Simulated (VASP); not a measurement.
An input for Quantum ESPRESSO's pw.x (written as the equivalent of a VASP run, and not itself run):

```
&CONTROL
  calculation = 'vc-relax'
  pseudo_dir = './pseudo'
  outdir = './out'
  tprnfor = .true.
  tstress = .true.
  nstep = 60
  forc_conv_thr = 0.00039
/
&SYSTEM
  ibrav = 0
  nat = 1
  ntyp = 1
  ecutwfc = 80
  occupations = 'smearing'
  smearing = 'methfessel-paxton'
  degauss = 0.00735
  input_dft = 'vdw-df2-b86r'
/
&ELECTRONS
  conv_thr = 7.3e-08
  electron_maxstep = 100
/
&IONS
/
&CELL
/
ATOMIC_SPECIES
  Mo 95.950 Mo.upf
CELL_PARAMETERS angstrom
    -1.5750000    1.5750000    1.5750000
     1.5750000   -1.5750000    1.5750000
     1.5750000    1.5750000   -1.5750000
ATOMIC_POSITIONS crystal
  Mo   0.0000000  0.0000000  0.0000000
K_POINTS automatic
  15 15 15 0 0 0
```

Question: Translate this input to VASP (INCAR, KPOINTS, POSCAR, choice of POTCAR).

Answer: Several could match; the one computed here: 
File POSCAR:
```
Mo
1.0
 -1.5750000000   1.5750000000   1.5750000000
  1.5750000000  -1.5750000000   1.5750000000
  1.5750000000   1.5750000000  -1.5750000000
Mo
1
Direct
  0.0000000000   0.0000000000   0.0000000000
```

INCAR:
```
! general
SYSTEM    =  Mo
PREC      =  Accurate
ENCUT     =  520   ! plane-wave cut-off (eV)
LREAL     =  .FALSE.   ! projection in real space or not
LASPH     =  .TRUE.

! electronic loop
EDIFF     =  1E-6   ! SCF stop (eV)
NELM      =  100   ! most electronic steps
ALGO      =  Normal   ! blocked Davidson
LMAXMIX   =  4   ! l cut-off of mixed one-centre charges

! smearing
ISMEAR    =  1
SIGMA     =  0.1   ! width (eV)

! functional
GGA       =  MK
LUSE_VDW  =  .TRUE.
AGGAC     =  0.0
PARAM1    =  0.1234568
PARAM2    =  0.7114
ZAB_VDW   =  -1.8867

! ions
IBRION    =  2   ! conjugate gradients
NSW       =  60   ! most ionic steps
ISIF      =  3
EDIFFG    =  -0.01

! output
LWAVE     =  .FALSE.
LCHARG    =  .FALSE.
```

### KPOINTS
```
Automatic mesh
0
Gamma
15 15 15
0 0 0
```

POTCAR, in this order: Mo_sv (PBE.64 set). Program: vasp_std.

Limits of the translation: the potentials are each code's own (VASP's PAW set, PseudoDojo norm-conserving files in pw.x), so ENCUT and ecutwfc are chosen apart and not converted; conv_thr bounds pw.x's estimated SCF error, while EDIFF bounds the energy change between steps; forc_conv_thr acts on force components and is met together with etot_conv_thr.

The compound is Mo in the bcc structure. The cell was not relaxed at this level.
